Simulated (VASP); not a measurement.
Here is the system:

```
Al2Pt
1.0
    0.00000     2.96077     2.96077
    2.96077     0.00000     2.96077
    2.96077     2.96077     0.00000
Al Pt
2 1
Direct
  0.25000   0.25000   0.25000
  0.75000   0.75000   0.75000
  0.00000   0.00000   0.00000
```

Computed with TPSS meta-GGA, VASP's PBE PAW potentials (set 64) (plane waves; VASP). Settings: 520 eV cut-off, 10×10×10 Γ-centred mesh, tetrahedra with Blöchl corrections, potentials Al Pt.

Give the energies of bands 1 to 11 at the high-symmetry points, in eV from the Fermi level.

```tsv
band	Γ	X	U	L	W
1	-10.25	-6.31	-6.46	-7.90	-6.01
2	-5.07	-6.09	-5.92	-6.14	-6.01
3	-5.07	-5.83	-5.62	-4.76	-5.40
4	-5.07	-3.81	-4.33	-4.76	-5.17
5	-3.76	-3.81	-3.98	-3.72	-3.81
6	-3.76	-3.45	-3.70	-3.53	-3.31
7	3.05	-3.26	-3.07	-3.53	-2.80
8	3.79	-1.62	-2.04	1.03	-2.80
9	3.79	-1.62	-0.62	1.03	-0.94
10	3.79	3.15	3.23	3.69	5.20
11	5.40	3.22	5.36	5.11	5.20
```

It has no gap at this level: it comes out as a metal or semimetal.

The compound is PtAl2 in the fluorite structure. It was relaxed first.
